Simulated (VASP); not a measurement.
All values below come from PBE GGA, VASP's PBE PAW potentials (set 64) (plane waves; VASP).

VASP ran on this input.

KPOINTS:
```
Automatic mesh
0
Gamma
  5 5 4
0 0 0
```

POSCAR:
```
Se
1.0
  2.2560306489  -3.9075596914   0.0000000000
  2.2560306489   3.9075596914   0.0000000000
  0.0000000000   0.0000000000   5.0456536311
Se
3
direct
  0.0000000000   0.2198941675   0.6666670000
  0.7801058325   0.7801058325   0.0000000000
  0.2198941675   0.0000000000   0.3333330000
```

**INCAR**
```
LASPH=.TRUE.   ! aspherical one-centre terms
EDIFF=1E-6   ! SCF stop (eV)
PREC=Accurate
LCHARG=.FALSE.
SYSTEM=Se
LWAVE=.FALSE.
LREAL=.FALSE.   ! projection in real space or not
ISIF=3   ! ions, shape and volume
ISMEAR=0
ALGO=Normal
GGA=PE   ! PBE
IBRION=2   ! conjugate gradients
NSW=60
EDIFFG=-0.02   ! ionic stop
NELM=100   ! most electronic steps
ENCUT=520   ! plane-wave cut-off (eV)
LMAXMIX=4
SIGMA=0.05   ! width (eV)
```

POTCAR, in this order: Se (PBE.64 set). Program: vasp_std.

Output

### OUTCAR
```
 ion  position               nearest neighbor table
   1  0.000  0.220  0.667-   2 2.40   3 2.40
   2  0.780  0.780  0.000-   1 2.40   3 2.40
   3  0.220  0.000  0.333-   2 2.40   1 2.40
  LATTYP: Found a hexagonal cell.
 ALAT       =     4.5120612840
 C/A-ratio  =     1.1182591090
 Subroutine PRICEL returns:
 Original cell was already a primitive cell.
 Subroutine GETGRP returns: Found  6 space group operations
The static configuration has the point symmetry C_2 .
 The point group associated with its full space group is D_3 .
The dynamic configuration has the point symmetry C_2 .
 Subroutine INISYM returns: Found  6 space group operations
 Subroutine IBZKPT returns following result:
 Found     17 irreducible k-points:

 Following reciprocal coordinates:
            Coordinates               Weight
  0.000000  0.000000  0.000000      1.000000
  0.200000 -0.000000  0.000000      6.000000
  0.400000  0.000000  0.000000      6.000000
  0.200000  0.200000  0.000000      6.000000
  0.400000  0.200000  0.000000      6.000000
  0.000000  0.000000  0.250000      2.000000
  0.200000 -0.000000  0.250000      6.000000
 -0.000000  0.200000  0.250000      6.000000
  0.400000  0.000000  0.250000      6.000000
  0.000000  0.400000  0.250000      6.000000
  0.200000  0.200000  0.250000     12.000000
  0.400000  0.200000  0.250000     12.000000
  0.000000  0.000000  0.500000      1.000000
  0.200000 -0.000000  0.500000      6.000000
  0.400000  0.000000  0.500000      6.000000
  0.200000  0.200000  0.500000      6.000000
  0.400000  0.200000  0.500000      6.000000
   k-points           NKPTS =     17   k-points in BZ     NKDIM =     17   number of bands    NBANDS=     13
   number of dos      NEDOS =    301   number of ions     NIONS =      3
   total plane-waves  NPLWV =  51840
   dimension x,y,z NGX =    36 NGY =   36 NGZ =   40
...
```

**OSZICAR**
```
       N       E                     dE             d eps       ncg     rms          rms(c)
DAV:   1     0.890369302800E+02    0.89037E+02   -0.71555E+03   442   0.113E+03
DAV:   2    -0.379862201405E+01   -0.92836E+02   -0.88847E+02   581   0.176E+02
DAV:   3    -0.105275601536E+02   -0.67289E+01   -0.66833E+01   532   0.550E+01
DAV:   4    -0.105951452735E+02   -0.67585E-01   -0.67535E-01   517   0.655E+00
DAV:   5    -0.105957734349E+02   -0.62816E-03   -0.62806E-03   577   0.624E-01    0.644E+00
DAV:   6    -0.105313349329E+02    0.64439E-01   -0.41678E-02   492   0.148E+00    0.398E+00
DAV:   7    -0.105095534273E+02    0.21782E-01   -0.81751E-02   487   0.206E+00    0.200E-01
DAV:   8    -0.105089645768E+02    0.58885E-03   -0.99627E-03   477   0.706E-01    0.996E-02
DAV:   9    -0.105091055219E+02   -0.14095E-03   -0.32402E-04   557   0.138E-01    0.296E-02
DAV:  10    -0.105091454515E+02   -0.39930E-04   -0.61415E-05   462   0.601E-02    0.827E-03
DAV:  11    -0.105091492584E+02   -0.38069E-05   -0.10587E-05   537   0.220E-02    0.386E-03
DAV:  12    -0.105091489961E+02    0.26229E-06   -0.21086E-06   341   0.107E-02
   1 F= -.10509149E+02 E0= -.10509149E+02  d E =-.105091E+02
```

OUTCAR:
```
------------------------ aborting loop because EDIFF is reached ----------------------------------------
  FORCE on cell =-STRESS in cart. coord.  units (eV):
  Direction    XX          YY          ZZ          XY          YZ          ZX
  --------------------------------------------------------------------------------------
  Total       -0.0076101     -0.0076101      0.0163508      0.0000000      0.0000000      0.0000000
  in kB       -0.1370578     -0.1370578      0.2944765      0.0000000      0.0000000      0.0000000
  external PRESSURE =       0.0067870 kB  Pullay stress =       0.0000000 kB
  volume of cell :       88.96
      direct lattice vectors                 reciprocal lattice vectors
     2.256030649 -3.907559691  0.000000000     0.221628195 -0.127957098  0.000000000
     2.256030649  3.907559691  0.000000000     0.221628195  0.127957098  0.000000000
     0.000000000  0.000000000  5.045653631     0.000000000  0.000000000  0.198190378
 POSITION                                       TOTAL-FORCE (eV/Angst)
 -----------------------------------------------------------------------------------
      0.49609      0.85925      3.36377        -0.003698     -0.006405      0.000000
      3.51989      0.00000      0.00000         0.007396      0.000000      0.000000
      0.49609     -0.85925      1.68188        -0.003698      0.006405     -0.000000
 -----------------------------------------------------------------------------------
    total drift:                               -0.000192     -0.000449      0.000007
  FREE ENERGIE OF THE ION-ELECTRON SYSTEM (eV)
  ---------------------------------------------------
  free  energy   TOTEN  =       -10.5091489961 eV

  energy  without entropy=      -10.5091489961  energy(sigma->0) =      -10.50914900

 reached required accuracy - stopping structural energy minimisation
```
(Selected blocks of OUTCAR.)

Without a dispersion term in the relaxation, distances and binding between the weakly bound layers, chains or molecules are unreliable, and so is what depends on them.

The compound is Se in the trig structure. It was relaxed first, which changed the volume by +9 %. The start is the result of an earlier pass.
